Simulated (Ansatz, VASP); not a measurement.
# Sn2SeO: VASP beside Ansatz, part 2 of 2

One calculation is typed for both programs; each brings its own data sets. How far apart do they land? The cell is generated by rule, not measured, and may not be a known phase. The cell is taken from a series of runs on this material, whose earlier steps may have relaxed, scaled, displaced or heated it; both programs get it as it stands.

VASP 6.6.1 and Ansatz 0.2.0.

So far, pressure: step 4 (comparison) 1.42.

The structure was built from a prototype and need not be the compound's stable phase.

### 7. Ansatz: single point, PBEsol, pair 2

Level of this step: Ansatz beside VASP: Kohn-Sham DFT, plane waves, PBEsol (Ansatz).

The same cell, functional, mesh and smearing now go to Ansatz, which takes its cutoff from its data sets.

The cell is taken from a series of runs on this material, whose earlier steps may have relaxed, scaled, displaced or heated it; both programs get it as it stands.

Input file input.yaml:

```yaml
crystal:
  lattice:
    - [4.4371263411, 0.0, 0.0]
    - [0.0, 4.4371263411, 0.0]
    - [0.0, 0.0, 4.5707359328]
  atoms:
    - { symbol: Sn, position: [0.5, -0.0445848229, 0.2931417127] }
    - { symbol: Sn, position: [0.0, 0.5153483552, 0.7068582873] }
    - { symbol: Se, position: [0.0, 0.0234021432, 0.0] }
    - { symbol: O, position: [0.5, 0.6014169905, 0.0] }
kpoints:
  mp_grid: { grid: [12, 12, 12] }
hamiltonian:
  xc: pbesol
  pseudopotentials: { kind: nc, accuracy: standard }
scf:
  occupations: { method: methfessel_paxton, width: 0.2 }
output:
  forces: true
  stress: true
  eigenvalues: true
```

Started as:

```
> ansatz run input.yaml --threads 8 --pin off --max-ram 14336MiB --backend cpu --events-out ev --progress --plain --runs-dir out
```

Numbers of over 12 decimals in the logs are rounded to 6 here.

Output:

```text
[...]
Crystal: 4 atoms, lattice volume = 89.989 Å³
Basis set: ecut = 1170.089609 eV, 8201 PW (Γ), exchange–correlation on 100×100×108 points (8 copies of the dense FFT grid, shifted against one another)
Bands: 30, of which v1, the nominal top of the filled ones, is band 25 counted from 1 (24 counted from 0)
Symmetry: 2 space group operations
[...]
k-point 0: bands = [... 21 lower, 6.7796, 7.3960, 7.7905, 8.3709, 10.7812, 12.2657, 12.3984, 13.4451, ... 1 higher]
  k-point 1: bands = [... 21 lower, 6.7505, 7.4212, 7.7894, 8.3857, 10.7167, 12.0045, 12.0891, 13.3460, ... 1 higher]
  k-point 2: bands = [... 21 lower, 6.6712, 7.4806, 7.7850, 8.4431, 10.5032, 11.3751, 11.7037, 12.8790, ... 1 higher]
  k-point 517: bands = [... 21 lower, 5.7090, 6.3022, 8.3154, 8.4940, 10.9203, 12.4416, 14.0346, 14.7448, ... 1 higher]
[key lines of the parts left out:]
SCF converged after 10 iterations
Free energy (F): -8024.278523 eV
Fermi energy:    8.978722 eV
P = ⅓ Tr σ = 3.1812 GPa (31.812 kbar)
```

Between step 4 and this run (other positions) the value for the pressure moves from 1.42 to 3.18 (+124 %).

### 8. Comparison

What differs besides the data sets and the points named for the pairs above, as far as they apply: the data sets hold 50 valence electrons in Ansatz (on norm-conserving files, of PseudoDojo where its log says so) and 40 in VASP. Total energies have different zeros and are not compared.

The two programs side by side:

```csv
quantity,Ansatz,VASP,difference
pressure (GPa),3.18,3.25,-0.07
```

Forces (eV/Å; atoms numbered as in POSCAR):

```csv
atom,"Ansatz x, y, z","VASP x, y, z"
Sn1,"0.000, -0.422, 0.468","0.000, -0.410, 0.507"
Sn2,"0.000, 0.538, -0.071","0.000, 0.534, -0.095"
Se3,"0.000, 0.715, 0.256","0.000, 0.715, 0.254"
O4,"0.000, -0.830, -0.653","0.000, -0.839, -0.667"
```

The forces differ by 14 meV/Å r.m.s., which is 3.2 % of the r.m.s. force of 0.451 eV/Å (both taken over all components). Our record labels this cell a metal in Ansatz alone; each run is judged by its own test, so with a small gap or wide smearing the label says little about the levels.

### 9. VASP: single point, PBEsol, pair 3

A single point gives forces, pressure and levels at one fixed geometry, so differences don't come from the geometry; what else differs is listed under the comparison.

Input file INCAR:

```
SYSTEM = Sn2SeO
PREC = Accurate
ENCUT = 600
EDIFF = 1E-06
NELM = 120
ISMEAR = 1
SIGMA = 0.2
LREAL = .FALSE.
ALGO = Normal
GGA = PS
NBANDS = 26
LORBIT = 11
LWAVE = .FALSE.
LCHARG = .FALSE.
ISIF = 2
LASPH = .TRUE.
GGA_COMPAT = .FALSE.
KPAR = 2
```

Input file POSCAR:

```
Sn2SeO
1.0
    4.4371263411      0.0000000000      0.0000000000
    0.0000000000      4.4371263411      0.0000000000
    0.0000000000      0.0000000000      4.5707359328
Sn Se O
2 1 1
Direct
    0.5000000000      0.9405535695      0.2931417127
    0.0000000000      0.5204644736      0.7068582873
    0.0000000000      0.0312028577      0.0000000000
    0.5000000000      0.6352226540      0.0000000000
```

Input file KPOINTS:

```
Automatic mesh
0
Gamma
12 12 12
0 0 0
```

The projector-augmented-wave data sets are Sn_d, Se and O (PBE family, release 64).

Started as:

```
> mpirun -np 2 vasp_std
```

Output:

```text
[... set-up lines as in an earlier step ...]
 entering main loop
       N       E                     dE             d eps       ncg     rms          rms(c)
DAV:   1     0.401505110515E+03    0.40151E+03   -0.21846E+04 27186   0.234E+03
DAV:   2     0.403113719417E+02   -0.36119E+03   -0.35297E+03 27466   0.544E+02
DAV:   3    -0.186219458654E+02   -0.58933E+02   -0.57747E+02 33060   0.185E+02
DAV:   4    -0.215378119683E+02   -0.29159E+01   -0.29014E+01 30682   0.433E+01
[...]
DAV:  12    -0.188598988708E+02   -0.97385E-05   -0.27054E-04 36030   0.130E-01    0.766E-03
DAV:  13    -0.188599022090E+02   -0.33382E-05   -0.38264E-05 32802   0.408E-02    0.838E-03
DAV:  14    -0.188599012364E+02    0.97261E-06   -0.83737E-06 27576   0.244E-02
   1 F= -.18859901E+02 E0= -.18862160E+02  d E =0.677510E-02
```

From OUTCAR (step 9):

```text
  Total        1.9108597      6.2853316      3.2195366      0.0000000      0.5899348      0.0000000
  in kB       34.0212034    111.9048887     57.3210617      0.0000000     10.5032784      0.0000000
  external PRESSURE =      67.7490513 kB  Pullay stress =       0.0000000 kB

 POSITION                                       TOTAL-FORCE (eV/Angst)
 -----------------------------------------------------------------------------------
      2.21856      4.17336      1.33987         0.000000      1.168294      2.037779
      0.00000      2.30937      3.23086         0.000000      0.611442     -0.170202
      0.00000      0.13845      0.00000         0.000000      0.992743      0.388351
      2.21856      2.81856      0.00000         0.000000     -2.772479     -2.255928
 -----------------------------------------------------------------------------------
    total drift:                                0.000000     -0.000735      0.000015

  FREE ENERGIE OF THE ION-ELECTRON SYSTEM (eV)
  ---------------------------------------------------
  free  energy   TOTEN  =       -18.8599012364 eV

  energy  without entropy=      -18.8666763330  energy(sigma->0) =      -18.86215960

[... 2 parts as in an earlier step ...]

[... 1 further part left out ...]
[key lines of the parts left out:]
E-fermi :   5.3222
```

The run ends at a pressure of 6.77 GPa, with forces up to 3.6 eV/Å.

### 10. Ansatz: single point, PBEsol, pair 3

The same cell, functional, mesh and smearing now go to Ansatz, which takes its cutoff from its data sets.

The cell is taken from a series of runs on this material, whose earlier steps may have relaxed, scaled, displaced or heated it; both programs get it as it stands.

input.yaml, the sections that differ from step 7:

```yaml
crystal:
  lattice:
    - [4.4371263411, 0.0, 0.0]
    - [0.0, 4.4371263411, 0.0]
    - [0.0, 0.0, 4.5707359328]
  atoms:
    - { symbol: Sn, position: [0.5, -0.0594464305, 0.2931417127] }
    - { symbol: Sn, position: [0.0, 0.5204644736, 0.7068582873] }
    - { symbol: Se, position: [0.0, 0.0312028577, 0.0] }
    - { symbol: O, position: [0.5, 0.635222654, 0.0] }
# kpoints, hamiltonian, scf, output: as in step 7
```

Started as:

```
> ansatz run input.yaml --threads 8 --pin off --max-ram 14336MiB --backend cpu --events-out ev --progress --plain --runs-dir out
```

Output:

```text
[...]
Crystal: 4 atoms, lattice volume = 89.989 Å³
Basis set: ecut = 1170.089609 eV, 8201 PW (Γ), exchange–correlation on 100×100×108 points (8 copies of the dense FFT grid, shifted against one another)
Bands: 30, of which v1, the nominal top of the filled ones, is band 25 counted from 1 (24 counted from 0)
Symmetry: 2 space group operations
[...]
k-point 0: bands = [... 21 lower, 6.5568, 7.0849, 7.8961, 8.5008, 10.8603, 12.2086, 12.2089, 13.3827, ... 1 higher]
  k-point 1: bands = [... 21 lower, 6.5218, 7.1129, 7.8959, 8.5136, 10.7971, 11.8488, 12.0754, 13.6021, ... 1 higher]
  k-point 2: bands = [... 21 lower, 6.4318, 7.1799, 7.8942, 8.5608, 10.5971, 11.2413, 11.7552, 13.1903, ... 1 higher]
  k-point 517: bands = [... 21 lower, 5.5941, 6.4759, 8.1755, 8.5111, 10.6414, 12.5527, 14.0622, 14.5711, ... 1 higher]
[key lines of the parts left out:]
SCF converged after 10 iterations
Free energy (F): -8024.050422 eV
Fermi energy:    8.855450 eV
P = ⅓ Tr σ = 6.7366 GPa (67.366 kbar)
```

For the pressure, step 4 gave 1.42; this run, with other positions, gives 6.74 (+374 %).

### 11. Side by side

What differs besides the data sets and the points named for the pairs above, as far as they apply: the data sets hold 50 valence electrons in Ansatz (on norm-conserving files, of PseudoDojo where its log says so) and 40 in VASP. Total energies have different zeros and are not compared.

Compared:

```csv
quantity,Ansatz,VASP,difference
pressure (GPa),6.74,6.77,-0.04
```

Forces (eV/Å; atoms numbered as in POSCAR):

```csv
atom,"Ansatz x, y, z","VASP x, y, z"
Sn1,"0.000, 1.165, 2.008","0.000, 1.168, 2.038"
Sn2,"0.000, 0.617, -0.153","0.000, 0.611, -0.170"
Se3,"0.000, 0.989, 0.391","0.000, 0.993, 0.388"
O4,"0.000, -2.772, -2.247","0.000, -2.772, -2.256"
```

The forces differ by 11 meV/Å r.m.s., which is 0.8 % of the r.m.s. force of 1.286 eV/Å (both taken over all components). Our record labels this cell a metal in Ansatz alone; each run is judged by its own test, so with a small gap or wide smearing the label says little about the levels.

### 12. What came out

| Item | Value |
| --- | --- |
| r.m.s. force difference (single point, PBEsol, pair 1) | 4.2 % of the r.m.s. force |
| r.m.s. force difference (single point, PBEsol, pair 2) | 3.2 % of the r.m.s. force |
| r.m.s. force difference (single point, PBEsol, pair 3) | 0.82 % of the r.m.s. force |

What this shows: The r.m.s. force difference is 4.2 % of the r.m.s. force (single point, PBEsol, pair 1), beyond the 3 % picked in this series as the mark of a large difference. The data sets hold unlike numbers of valence electrons (50 in Ansatz and 40 in VASP), so part of the differences comes from the potentials. Single point, PBEsol, pair 1, VASP with the data sets Sn_sv_GW, Se and O: r.m.s. force difference goes from 13 to 7.7 meV/Å; the difference in pressure goes from -0.065 to 0.45 GPa. What causes the difference of the single point, PBEsol, pair 2 pair stays open here. What causes the difference of the single point, PBEsol, pair 3 pair stays open here. How closely two codes agree says nothing of how well the functional describes the real material.

[Lines on the potential files, build, host, timing and source positions are cut from VASP's logs without a mark.]

[Logs are printed without paths, hosts, clocks, repeated set-up lines and the standing remarks that a program may print on its own settings, such as how far it seeks lower states.]

[Hosts, paths, dates, database ids (printed as entryN), source tags and the programs' standing remarks are cut or masked in the printed files.]
